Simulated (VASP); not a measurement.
An input for Ansatz (written as the equivalent of a VASP run, and not itself run):

Ansatz 0.2 input:
```yaml
crystal:
  lattice:
    - [0.0000000, 2.2083000, 2.2083000]
    - [2.2083000, 0.0000000, 2.2083000]
    - [2.2083000, 2.2083000, 0.0000000]
  atoms:
    - { symbol: Ti, position: [0.0000000, 0.0000000, 0.0000000] }
    - { symbol: C, position: [0.5000000, 0.5000000, 0.5000000] }
kpoints:
  mp_grid: { grid: [13, 13, 13] }
hamiltonian:
  xc: pbe
  pseudopotentials: { kind: paw }
scf:
  occupations: { method: methfessel_paxton, width: 0.1 }
  max_iter: 100
output: { forces: true, stress: true, eigenvalues: true }
```

**Question.** Write the VASP files for the same calculation (PBE).

**Answer.** One answer among several that fit: 
**INCAR**
```
ADDGRID = .TRUE.
ALGO = Normal
LMAXMIX = 4   # l cut-off of mixed one-centre charges
ENCUT = 520   # plane-wave cut-off (eV)
LASPH = .TRUE.
EDIFF = 1E-6   # SCF stop (eV)
NELM = 100
GGA = PE   # PBE
ISMEAR = 1   # Methfessel-Paxton
PREC = Accurate
SIGMA = 0.1   # width (eV)
SYSTEM = TiC
LCHARG = .FALSE.
ISIF = 2   # forces and stress, cell fixed
LREAL = .FALSE.   # projection in real space or not
LWAVE = .FALSE.
```

KPOINTS:
```
Regular mesh
0
Gamma
13 13 13
```

File POSCAR:
```
TiC
1
    0.0000000000     2.2083000000     2.2083000000
    2.2083000000     0.0000000000     2.2083000000
    2.2083000000     2.2083000000     0.0000000000
Ti C
1 1
Direct
  0.0000000000   0.0000000000   0.0000000000
  0.5000000000   0.5000000000   0.5000000000
```

POTCAR, in this order: Ti_sv C (PBE.64 set). Program: vasp_std.

The two are equivalent in intent, not identical: each code has its own PAW files, so the cut-off isn't converted (ENCUT is set for VASP's; basis.ecutwfc is left out, and Ansatz then takes the one that its files recommend); Ansatz stops its SCF on the density residual and VASP on the energy change (EDIFF).

The compound is TiC in the rock salt structure. The cell was not relaxed at this level. The run is one of a series of settings (ADDGRID = .TRUE. against the base run), some of them coarse on purpose.
